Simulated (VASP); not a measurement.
In AlRu (CsCl type) the Ru atom of the primitive cell, with all its periodic images, is moved by 0.06 Å along [111].

```xyz
2
Lattice="3.0000 0.0000 0.0000 0.0000 3.0000 0.0000 0.0000 0.0000 3.0000" Properties=species:S:1:pos:R:3 pbc="T T T"
Ru    0.0346    0.0346    0.0346
Al    1.5000    1.5000    1.5000
```

Level of theory: HSE06, plane waves, standard recommended PAW potentials (VASP).

Cutoff 312 eV; orbitals from an earlier step on the same cell; potentials Ru_pv Al; PREC = Accurate; HFSCREEN = 0.208; HFRCUT = 0; PRECFOCK = Normal; k-mesh 4×4×4 Γ-centred; Fermi–Dirac smearing of 0.1 eV; no spin polarisation.

Question: What force results?

Answer: The force on it along the displacement is -0.4238 eV/Å, a force constant of 7.06 eV/Å². The cell stands under a pressure of -9.1 GPa, which shifts the constant from its value at the relaxed volume.

```
atom  Fx (eV/Å)  Fy (eV/Å)  Fz (eV/Å)
 Ru1    -0.2447    -0.2447    -0.2447
 Al2     0.2447     0.2447     0.2447
```

The k-mesh is coarse, so these values belong to this mesh and can lie far from the converged ones. Potentials made with PBE were used with another functional.
